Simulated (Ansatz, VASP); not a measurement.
# Two plane-wave programs on Tl3Mo

```xyz
4
Lattice="-3.0802 3.0802 3.0802 3.0802 -3.0802 3.0802 3.0802 3.0802 -3.0802" Properties=species:S:1:pos:R:3 pbc="T T T"
Tl    3.0802    0.0000    0.0000
Tl    0.0000    3.0802    0.0000
Tl    0.0000    0.0000    3.0802
Mo    0.0000    0.0000    0.0000
```

Change from the starting cell: species swapped into the Sb3Au type (Im-3m, No. 229).

Alike in both runs: task single point; functional PBE; k mesh 4 × 4 × 4; occupations gaussian, width 0.1 eV; no spin polarisation.

|  | VASP | Ansatz |
| --- | --- | --- |
| version | VASP 6.6.1 | Ansatz 0.2.0 |
| potentials or method | VASP PAW PBE potentials, release 64 (Tl_d, Mo_sv) | scalar-relativistic, plane waves, PAW |
| plane-wave cutoff (eV) | 520 | 420 |
| valence electrons in the cell | 53 | 53 |

```csv
,VASP,Ansatz,Ansatz less VASP
gap on the k mesh at the Fermi level (eV),none,none,-
pressure (GPa),-3.1,-3.1,+0.04
```

A gap of «none» marks a metal or a gap that the smearing closes.

Caveats: the k mesh is coarse (spacing up to 0.36 Å⁻¹), so the values aren't converged. The runs have no spin-orbit coupling, so splittings on Tl are missing.
